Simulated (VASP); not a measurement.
Computed with PBEsol GGA, VASP's PBE PAW potentials (set 64) (plane waves; VASP).

VASP input:

### KPOINTS
```
kpoints
0
gamma
  8 8 8
```

### INCAR
```
SYSTEM = PbO
PREC = Accurate
ENCUT = 620
EDIFF = 1E-6
NELM = 100
ALGO = Normal
LREAL = .FALSE.
LASPH = .TRUE.
ISMEAR = 0
SIGMA = 0.05
GGA = PS
LMAXMIX = 4
LWAVE = .FALSE.
LCHARG = .FALSE.
IBRION = 2
ISIF = 3
NSW = 40
EDIFFG = -0.02
PSTRESS = 50
```

**POSCAR**
```
PbO
1
    0.0000000000     2.7857997335     2.7857997335
    2.7857997335     0.0000000000     2.7857997335
    2.7857997335     2.7857997335     0.0000000000
Pb O
1 1
Direct
  0.0000000000   0.0000000000   0.0000000000
  0.2500000000   0.2500000000   0.2500000000
```

POTCAR, in this order: Pb_d O (PBE.64 set). Program: vasp_std.

Output of the run:

OSZICAR:
```
       N       E                     dE             d eps       ncg     rms          rms(c)
DAV:   1     0.187014625912E+03    0.18701E+03   -0.11623E+04   818   0.183E+03
DAV:   2     0.492475339389E+01   -0.18209E+03   -0.17585E+03   908   0.419E+02
DAV:   3    -0.127702359781E+02   -0.17695E+02   -0.17606E+02  1016   0.132E+02
DAV:   4    -0.131712729873E+02   -0.40104E+00   -0.40075E+00   910   0.229E+01
DAV:   5    -0.131838921313E+02   -0.12619E-01   -0.12619E-01  1056   0.405E+00    0.837E+00
DAV:   6    -0.112607060233E+02    0.19232E+01   -0.15794E+01  1204   0.353E+01    0.504E+00
DAV:   7    -0.109917330763E+02    0.26897E+00   -0.22538E+00   986   0.139E+01    0.156E+00
DAV:   8    -0.110004387604E+02   -0.87057E-02   -0.52755E-01   852   0.754E+00    0.145E+00
DAV:   9    -0.109623180453E+02    0.38121E-01   -0.56622E-02   908   0.283E+00    0.249E-01
DAV:  10    -0.109631537806E+02   -0.83574E-03   -0.74984E-03   836   0.732E-01    0.183E-01
DAV:  11    -0.109627960544E+02    0.35773E-03   -0.12077E-03   878   0.350E-01    0.381E-02
DAV:  12    -0.109627944648E+02    0.15896E-05   -0.13570E-04   964   0.860E-02    0.100E-02
DAV:  13    -0.109627931971E+02    0.12677E-05   -0.13357E-05   956   0.455E-02    0.292E-03
DAV:  14    -0.109627933902E+02   -0.19314E-06   -0.15721E-06   514   0.178E-02
   1 F= -.96133984E+01 E0= -.96133984E+01  d E =-.961340E+01
       N       E                     dE             d eps       ncg     rms          rms(c)
DAV:   1    -0.131769228474E+02   -0.22141E+01   -0.59049E+01   998   0.144E+02    0.975E+00
DAV:   2    -0.112416373337E+02    0.19353E+01   -0.10735E+01   944   0.416E+01    0.333E+00
DAV:   3    -0.109036068150E+02    0.33803E+00   -0.14951E+00  1228   0.211E+01    0.136E+00
DAV:   4    -0.108624248036E+02    0.41182E-01   -0.25500E-01   938   0.960E+00    0.320E-01
DAV:   5    -0.108657089187E+02   -0.32841E-02   -0.37696E-02   868   0.190E+00    0.301E-01
DAV:   6    -0.108637521641E+02    0.19568E-02   -0.10515E-02  1172   0.123E+00    0.486E-02
DAV:   7    -0.108638640801E+02   -0.11192E-03   -0.86449E-04   832   0.234E-01    0.474E-02
DAV:   8    -0.108638157148E+02    0.48365E-04   -0.26286E-04  1186   0.157E-01    0.534E-03
DAV:   9    -0.108638170633E+02   -0.13485E-05   -0.10612E-05   840   0.402E-02    0.242E-03
DAV:  10    -0.108638167710E+02    0.29229E-06   -0.16715E-06   604   0.129E-02
   2 F= -.96416849E+01 E0= -.96414546E+01  d E =-.282865E-01
       N       E                     dE             d eps       ncg     rms          rms(c)
DAV:   1    -0.112145791600E+02   -0.35076E+00   -0.83631E+00   986   0.607E+01    0.337E+00
DAV:   2    -0.109713065944E+02    0.24327E+00   -0.11467E+00   890   0.138E+01    0.115E+00
DAV:   3    -0.109313527165E+02    0.39954E-01   -0.18766E-01  1222   0.870E+00    0.550E-01
DAV:   4    -0.109235367455E+02    0.78160E-02   -0.44616E-02   948   0.380E+00    0.991E-02
DAV:   5    -0.109236549706E+02   -0.11823E-03   -0.20707E-03   868   0.533E-01    0.496E-02
DAV:   6    -0.109237202787E+02   -0.65308E-04   -0.44581E-04   838   0.224E-01    0.153E-02
DAV:   7    -0.109237086118E+02    0.11667E-04   -0.42634E-05  1110   0.945E-02    0.119E-02
DAV:   8    -0.109237059635E+02    0.26483E-05   -0.14065E-05   824   0.282E-02    0.163E-03
DAV:   9    -0.109237057156E+02    0.24783E-06   -0.76163E-07   568   0.810E-03
   3 F= -.96566100E+01 E0= -.96565512E+01  d E =-.432116E-01
```

OUTCAR:
```
------------------------ aborting loop because EDIFF is reached ----------------------------------------
  FORCE on cell =-STRESS in cart. coord.  units (eV):
  Direction    XX          YY          ZZ          XY          YZ          ZX
  --------------------------------------------------------------------------------------
  Total        1.2668346      1.2668346      1.2668346      0.0000000      0.0000000      0.0000000
  in kB       49.9896954     49.9896954     49.9896954      0.0000000      0.0000000      0.0000000
  external PRESSURE =      -0.0103046 kB  Pullay stress =      50.0000000 kB
  volume of cell :       40.60
      direct lattice vectors                 reciprocal lattice vectors
     0.000000000  2.727972605  2.727972605    -0.183286298  0.183286298  0.183286298
     2.727972605  0.000000000  2.727972605     0.183286298 -0.183286298  0.183286298
     2.727972605  2.727972605  0.000000000     0.183286298  0.183286298 -0.183286298
 POSITION                                       TOTAL-FORCE (eV/Angst)
 -----------------------------------------------------------------------------------
      0.00000      0.00000      0.00000        -0.000000     -0.000000     -0.000000
      1.36399      1.36399      1.36399         0.000000      0.000000      0.000000
 -----------------------------------------------------------------------------------
    total drift:                                0.000000      0.000000      0.000000
  FREE ENERGIE OF THE ION-ELECTRON SYSTEM (eV)
  ---------------------------------------------------
  free  energy   TOTEN  =       -10.9237057156 eV

  energy  without entropy=      -10.9235882600  energy(sigma->0) =      -10.92364699
  enthalpy is  TOTEN    =        -9.6566099732 eV   P V=        1.2670957425

 reached required accuracy - stopping structural energy minimisation
```
(Selected blocks of OUTCAR.)

### CONTCAR
```
PbO
   1.00000000000000
     0.0000000000000000    2.7279726048369919    2.7279726048369919
     2.7279726048369919    0.0000000000000000    2.7279726048369919
     2.7279726048369919    2.7279726048369919    0.0000000000000000
  Pb              O
     1     1
Direct
     0.0000000000000000    0.0000000000000000    0.0000000000000000
     0.2500000000000000    0.2500000000000000    0.2500000000000000
```

OUTCAR:
```
 val. band max:        5.4537412237   @ k =  -0.2500   0.5000   0.2500

 cond. band min:       5.5708006478   @ k =   0.5000   0.5000   0.0000


 Fermi energy:         5.5181881100

 k-point     1 :       0.0000    0.0000    0.0000
  band No.  band energies     occupation
      1     -12.8273      2.00000
      2     -11.0408      2.00000
      3     -11.0408      2.00000
      4     -11.0408      2.00000
      5     -10.8922      2.00000
      6     -10.8922      2.00000
      7      -1.4960      2.00000
      8       2.7683      2.00000
      9       2.7683      2.00000
     10       2.7683      2.00000
     11      10.8584      0.00000
     12      10.8584      0.00000
     13      10.8584      0.00000
     14      13.8560      0.00000

 k-point     2 :       0.1250    0.0000    0.0000
  band No.  band energies     occupation
      1     -12.8305      2.00000
      2     -11.0281      2.00000
      3     -11.0281      2.00000
      4     -10.9462      2.00000
      5     -10.8922      2.00000
      6     -10.8922      2.00000
      7      -1.6694      2.00000
      8       2.6854      2.00000
      9       2.6854      2.00000
     10       2.8524      2.00000
     11       9.6627      0.00000
     12      10.9380      0.00000
     13      10.9380      0.00000
     14      15.0160      0.00000

 k-point     3 :       0.2500    0.0000    0.0000
  band No.  band energies     occupation
      1     -12.8471      2.00000
      2     -11.0061      2.00000
      3     -11.0061      2.00000
      4     -10.8827      2.00000
      5     -10.8827      2.00000
      6     -10.6853      2.00000
      7      -2.1283      2.00000
      8       2.4931      2.00000
      9       2.4931      2.00000
     10       2.9942      2.00000
     11       8.3678      0.00000
     12      11.0585      0.00000
     13      11.0585      0.00000
     14      14.7403      0.00000

 k-point     4 :       0.3750    0.0000    0.0000
  band No.  band energies     occupation
...
```

Energy and stress use the plane-wave basis of the starting cell. Unless said otherwise, spin-orbit coupling is left out, though it shifts the bands of the heavy elements here.

The structure was generated: PbO was put into the zinc blende type (F-43m), which need not be its known phase. This run relaxes it under an external pressure of 5 GPa. Symmetry was kept, so distortions that lower it aren't found.
